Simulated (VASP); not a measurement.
Calculation: LDA (Ceperley-Alder, Perdew-Zunger), VASP's LDA PAW potentials (set 64) (plane waves; VASP).

A VASP calculation is set up with these files.

KPOINTS:
```
Automatic mesh
0
Gamma
7 7 7
```

### INCAR
```
SIGMA = 0.05
NELM = 100
ENCUT = 620   ! plane-wave cut-off (eV)
LCHARG = .FALSE.
SYSTEM = CeO2
EDIFFG = -0.02   ! ionic stop
EDIFF = 1E-6
PREC = Accurate
LASPH = .TRUE.
LREAL = .FALSE.
ISIF = 3
LMAXMIX = 6   ! l cut-off of mixed one-centre charges
ALGO = Normal
ISMEAR = 0   ! Gaussian
NSW = 40
PSTRESS = 300   ! kbar
LWAVE = .FALSE.
IBRION = 2
```

POSCAR:
```
CeO2
1.0
  0.0000000000   2.5803659353   2.5803659353
  2.5803659353   0.0000000000   2.5803659353
  2.5803659353   2.5803659353   0.0000000000
Ce O
1 2
Cartesian
  2.5803659353   5.1607318706   2.5803659353
  1.2901829677   1.2901829677   1.2901829677
  3.8705489030   3.8705489030   3.8705489030
```

POTCAR, in this order: Ce O (LDA.64 set). Program: vasp_std.

What VASP printed:

File OSZICAR:
```
       N       E                     dE             d eps       ncg     rms          rms(c)
DAV:   1     0.236651798522E+03    0.23665E+03   -0.13314E+04   640   0.221E+03
DAV:   2     0.402281203537E+01   -0.23263E+03   -0.21910E+03   928   0.330E+02
DAV:   3    -0.324057080802E+02   -0.36429E+02   -0.30937E+02   784   0.149E+02
DAV:   4    -0.337197690307E+02   -0.13141E+01   -0.13138E+01   984   0.315E+01
DAV:   5    -0.337872103917E+02   -0.67441E-01   -0.67439E-01  1096   0.597E+00    0.182E+03
DAV:   6    -0.302064648426E+02    0.35807E+01   -0.70232E+01   912   0.597E+01    0.502E+02
DAV:   7    -0.399798847969E+02   -0.97734E+01   -0.25988E+02   968   0.201E+02    0.857E+02
DAV:   8    -0.333677657948E+02    0.66121E+01   -0.11375E+01   864   0.397E+01    0.605E+02
DAV:   9    -0.291857992133E+02    0.41820E+01   -0.12622E+01   928   0.319E+01    0.241E+02
DAV:  10    -0.306231549732E+02   -0.14374E+01   -0.26630E+00  1024   0.187E+01    0.460E+02
DAV:  11    -0.286979211598E+02    0.19252E+01   -0.46047E+00   928   0.219E+01    0.168E+02
DAV:  12    -0.286208283505E+02    0.77093E-01   -0.39112E-01  1072   0.500E+00    0.211E+02
DAV:  13    -0.285654751591E+02    0.55353E-01   -0.27234E+00   960   0.146E+01    0.136E+02
DAV:  14    -0.286856010950E+02   -0.12013E+00   -0.44243E+00   976   0.203E+01    0.224E+02
DAV:  15    -0.285122232638E+02    0.17338E+00   -0.21777E+00   952   0.134E+01    0.744E+01
DAV:  16    -0.285140876530E+02   -0.18644E-02   -0.59142E-01   952   0.724E+00    0.749E+01
DAV:  17    -0.284986493471E+02    0.15438E-01   -0.22058E-01   960   0.425E+00    0.201E+01
DAV:  18    -0.284982886572E+02    0.36069E-03   -0.43576E-02  1040   0.197E+00    0.194E+01
DAV:  19    -0.284973514470E+02    0.93721E-03   -0.10975E-02   976   0.954E-01    0.295E+00
DAV:  20    -0.284974116794E+02   -0.60232E-04   -0.21690E-03   952   0.447E-01    0.541E+00
DAV:  21    -0.284973117206E+02    0.99959E-04   -0.97289E-04   968   0.284E-01    0.125E+00
DAV:  22    -0.284973140771E+02   -0.23566E-05   -0.82801E-05   976   0.900E-02    0.534E-01
DAV:  23    -0.284973105476E+02    0.35295E-05   -0.22896E-05   952   0.431E-02    0.400E-01
DAV:  24    -0.284973105000E+02    0.47576E-07   -0.11192E-06   456   0.113E-02
   1 F= -.22063258E+02 E0= -.22063258E+02  d E =-.220633E+02
```

File OUTCAR:
```
------------------------ aborting loop because EDIFF is reached ----------------------------------------
  FORCE on cell =-STRESS in cart. coord.  units (eV):
  Direction    XX          YY          ZZ          XY          YZ          ZX
  --------------------------------------------------------------------------------------
  Total        6.4491345      6.4491345      6.4491345      0.0000000     -0.0000000      0.0000000
  in kB      300.7032498    300.7032498    300.7032498      0.0000000     -0.0000000      0.0000000
  external PRESSURE =       0.7032498 kB  Pullay stress =     300.0000000 kB
  volume of cell :       34.36
      direct lattice vectors                 reciprocal lattice vectors
     0.000000000  2.580365935  2.580365935    -0.193770966  0.193770966  0.193770966
     2.580365935  0.000000000  2.580365935     0.193770966 -0.193770966  0.193770966
     2.580365935  2.580365935  0.000000000     0.193770966  0.193770966 -0.193770966
 POSITION                                       TOTAL-FORCE (eV/Angst)
 -----------------------------------------------------------------------------------
      0.00000      0.00000      0.00000         0.000000      0.000000      0.000000
      1.29018      1.29018      1.29018         0.000000      0.000000      0.000000
      3.87055      3.87055      3.87055        -0.000000     -0.000000     -0.000000
 -----------------------------------------------------------------------------------
    total drift:                                0.000000     -0.000000      0.000000
  FREE ENERGIE OF THE ION-ELECTRON SYSTEM (eV)
  ---------------------------------------------------
  free  energy   TOTEN  =       -28.4973105000 eV

  energy  without entropy=      -28.4973105000  energy(sigma->0) =      -28.49731050
  enthalpy is  TOTEN    =       -22.0632584822 eV   P V=        6.4340520178

 reached required accuracy - stopping structural energy minimisation
```
(Selected blocks of OUTCAR.)

File OUTCAR:
```
 val. band max:        6.6482310906   @ k =  -0.2857   0.2857   0.0000

 cond. band min:       8.9212500779   @ k =  -0.4286   0.1429   0.0000


 Fermi energy:         6.9552481419

 k-point     1 :       0.0000    0.0000    0.0000
  band No.  band energies     occupation
      1     -25.4713      2.00000
      2      -9.7000      2.00000
      3      -8.8439      2.00000
      4      -7.4351      2.00000
      5      -7.4351      2.00000
      6      -7.4351      2.00000
      7       1.7336      2.00000
      8       1.7336      2.00000
      9       1.7336      2.00000
     10       5.6624      2.00000
     11       5.6624      2.00000
     12       5.6624      2.00000
     13       9.3614      0.00000
     14       9.3614      0.00000
     15       9.3614      0.00000
     16       9.7774      0.00000

 k-point     2 :       0.1429    0.0000    0.0000
  band No.  band energies     occupation
      1     -25.3952      2.00000
      2     -10.5694      2.00000
      3      -9.0611      2.00000
      4      -7.5223      2.00000
      5      -7.5223      2.00000
      6      -6.6168      2.00000
      7       1.9686      2.00000
      8       1.9686      2.00000
      9       2.4334      2.00000
     10       5.4902      2.00000
     11       5.5919      2.00000
     12       5.5919      2.00000
     13       9.3257      0.00000
     14       9.3257      0.00000
     15       9.3641      0.00000
     16       9.8006      0.00000

 k-point     3 :       0.2857    0.0000    0.0000
  band No.  band energies     occupation
      1     -25.2163      2.00000
      2     -11.8225      2.00000
      3      -9.5073      2.00000
      4      -7.7063      2.00000
      5      -7.7063      2.00000
      6      -5.4007      2.00000
      7       2.4344      2.00000
      8       2.4344      2.00000
      9       3.8892      2.00000
     10       5.3034      2.00000
     11       5.5422      2.00000
     12       5.5422      2.00000
     13       9.2396      0.00000
...
```

The compound is CeO2 in the fluorite structure. It was relaxed first under an external pressure of 30 GPa. The run is not spin-polarised, so no magnetic state was tried.
